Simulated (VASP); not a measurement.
```
CELL_PARAMETERS angstrom
      1.73000    -2.99645     0.00000
      1.73000     2.99645     0.00000
      0.00000     0.00000     5.52000
ATOMIC_POSITIONS crystal
  Tl 0.33333 0.66667 0.25000
  Tl 0.66667 0.33333 0.75000
```

All values below come from PBE GGA, VASP's PBE PAW potentials (set 64) (plane waves; VASP 6.6.1). Settings: 480 eV cut-off, 11×11×6 Γ-centred mesh, first-order Methfessel-Paxton smearing of 0.10 eV, potentials Tl_d.

Energy and stress use the plane-wave basis of the starting cell.

Task: The ions, cell shape and volume are relaxed. Give the cell that the relaxation ends in.

Result: 
```
CELL_PARAMETERS angstrom
      1.79751    -3.11339     0.00000
      1.79751     3.11339     0.00000
      0.00000     0.00000     5.63024
ATOMIC_POSITIONS crystal
  Tl 0.33333 0.66667 0.25000
  Tl 0.66667 0.33333 0.75000
```
Space group P6_3/mmc (194), at a tolerance of 0.03 Å.

Task: How do energy and volume change from the first to the last step?

Result: The energy (σ→0) changes by -25.2 meV/atom and the volume by +10.1 %, in 7 ionic steps.

The compound is Tl in the hcp structure. This run relaxes it. Symmetry was kept, so distortions that lower it aren't found.
